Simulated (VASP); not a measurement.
These are PBE GGA, VASP's PBE PAW potentials (set 64) (plane waves; VASP) values and carry that method's errors.

VASP ran on this input.

POSCAR:
```
ZrB2
1
    1.5497355872    -2.6842213294    -0.0000000000
    1.5497355872     2.6842213294    -0.0000000000
   -0.0000000000     0.0000000000     3.4491241810
Zr B
1 2
Direct
  0.0000000000   0.0000000000   0.0000000000
  0.3333330000   0.6666670000   0.5000000000
  0.6666670000   0.3333330000   0.5000000000
```

KPOINTS:
```
Automatic mesh
0
Gamma
11 11 9
0 0 0
```

**INCAR**
```
ALGO  =  Normal
EDIFF  =  1E-6
EDIFFG  =  -0.02
ENCUT  =  620
GGA  =  PE
IBRION  =  2
ISIF  =  3
ISMEAR  =  1
LASPH  =  .True.
LCHARG  =  .False.
LMAXMIX  =  4
LREAL  =  .False.
LWAVE  =  .False.
NELM  =  100
NSW  =  40
PREC  =  Accurate
PSTRESS  =  200
SIGMA  =  0.1
SYSTEM  =  ZrB2
```

POTCAR, in this order: Zr_sv B (PBE.64 set). Program: vasp_std.

The resulting files:

**OUTCAR**
```
 ion  position               nearest neighbor table
   1  0.000  0.000  0.000-   2 2.49   3 2.49   2 2.49   3 2.49   3 2.49   3 2.49   2 2.49   2 2.49
                             3 2.49   3 2.49   2 2.49   2 2.49
   2  0.333  0.667  0.500-   3 1.79   3 1.79   3 1.79   1 2.49   1 2.49   1 2.49   1 2.49   1 2.49
                             1 2.49
   3  0.667  0.333  0.500-   2 1.79   2 1.79   2 1.79   1 2.49   1 2.49   1 2.49   1 2.49   1 2.49
                             1 2.49
  LATTYP: Found a hexagonal cell.
 ALAT       =     3.0994716542
 C/A-ratio  =     1.1128103644
 Subroutine PRICEL returns:
 Original cell was already a primitive cell.
 Subroutine GETGRP returns: Found 24 space group operations
The static configuration has the point symmetry D_6h.
The dynamic configuration has the point symmetry D_6h.
 Subroutine INISYM returns: Found 24 space group operations
 Subroutine IBZKPT returns following result:
 Found     80 irreducible k-points:

 Following reciprocal coordinates:
            Coordinates               Weight
  0.000000  0.000000  0.000000      1.000000
  0.090909  0.000000  0.000000      6.000000
  0.181818  0.000000  0.000000      6.000000
  0.272727  0.000000  0.000000      6.000000
  0.363636  0.000000  0.000000      6.000000
  0.454545  0.000000  0.000000      6.000000
  0.090909  0.090909  0.000000      6.000000
  0.181818  0.090909  0.000000     12.000000
  0.272727  0.090909  0.000000     12.000000
  0.363636  0.090909  0.000000     12.000000
  0.454545  0.090909  0.000000      6.000000
  0.181818  0.181818  0.000000      6.000000
  0.272727  0.181818  0.000000     12.000000
  0.363636  0.181818  0.000000     12.000000
  0.272727  0.272727  0.000000      6.000000
  0.363636  0.272727  0.000000      6.000000
  0.000000  0.000000  0.111111      2.000000
  0.090909  0.000000  0.111111     12.000000
  0.181818  0.000000  0.111111     12.000000
...
```

File OSZICAR:
```
       N       E                     dE             d eps       ncg     rms          rms(c)
DAV:   1     0.128860664434E+03    0.12886E+03   -0.11011E+04  2080   0.159E+03
DAV:   2    -0.208449862390E+02   -0.14971E+03   -0.14383E+03  2420   0.367E+02
DAV:   3    -0.274705027790E+02   -0.66255E+01   -0.64769E+01  3224   0.670E+01
DAV:   4    -0.276341825784E+02   -0.16368E+00   -0.16361E+00  2691   0.971E+00
DAV:   5    -0.276381847736E+02   -0.40022E-02   -0.40021E-02  3166   0.117E+00    0.252E+01
DAV:   6    -0.249023289180E+02    0.27359E+01   -0.76221E+00  2536   0.207E+01    0.105E+01
DAV:   7    -0.248561679391E+02    0.46161E-01   -0.98995E-01  3156   0.675E+00    0.350E+00
DAV:   8    -0.248590226021E+02   -0.28547E-02   -0.12803E-01  2494   0.344E+00    0.832E-01
DAV:   9    -0.248550942382E+02    0.39284E-02   -0.21814E-02  2549   0.128E+00    0.163E-01
DAV:  10    -0.248550126322E+02    0.81606E-04   -0.94969E-04  2672   0.295E-01    0.467E-02
DAV:  11    -0.248550208047E+02   -0.81725E-05   -0.32036E-05  2811   0.654E-02    0.173E-02
DAV:  12    -0.248550205949E+02    0.20979E-06   -0.35044E-06  2285   0.201E-02
   1 F= -.21272950E+02 E0= -.21272948E+02  d E =-.212729E+02
```

**OUTCAR**
```
------------------------ aborting loop because EDIFF is reached ----------------------------------------
  FORCE on cell =-STRESS in cart. coord.  units (eV):
  Direction    XX          YY          ZZ          XY          YZ          ZX
  --------------------------------------------------------------------------------------
  Total        3.5889378      3.5889393      3.5891762      0.0000000      0.0000000     -0.0000000
  in kB      200.3834063    200.3834891    200.3967195      0.0000000      0.0000000     -0.0000000
  external PRESSURE =       0.3878716 kB  Pullay stress =     200.0000000 kB
  volume of cell :       28.70
      direct lattice vectors                 reciprocal lattice vectors
     1.549735587 -2.684221329  0.000000000     0.322635683 -0.186273760  0.000000000
     1.549735587  2.684221329  0.000000000     0.322635683  0.186273760  0.000000000
     0.000000000  0.000000000  3.449124181     0.000000000  0.000000000  0.289928674
 POSITION                                       TOTAL-FORCE (eV/Angst)
 -----------------------------------------------------------------------------------
      0.00000      0.00000      0.00000         0.000000      0.000000     -0.000000
      1.54974      0.89474      1.72456        -0.000000     -0.000000     -0.000000
      1.54974     -0.89474      1.72456         0.000000     -0.000000      0.000000
 -----------------------------------------------------------------------------------
    total drift:                                0.000000      0.000000      0.000000
  FREE ENERGIE OF THE ION-ELECTRON SYSTEM (eV)
  ---------------------------------------------------
  free  energy   TOTEN  =       -24.8550205949 eV

  energy  without entropy=      -24.8550154635  energy(sigma->0) =      -24.85501888
  enthalpy is  TOTEN    =       -21.2729497672 eV   P V=        3.5820708277

 reached required accuracy - stopping structural energy minimisation
```
(Selected blocks of OUTCAR.)

The compound is ZrB2 in the AlB2 type structure. It was relaxed first under an external pressure of 20 GPa.
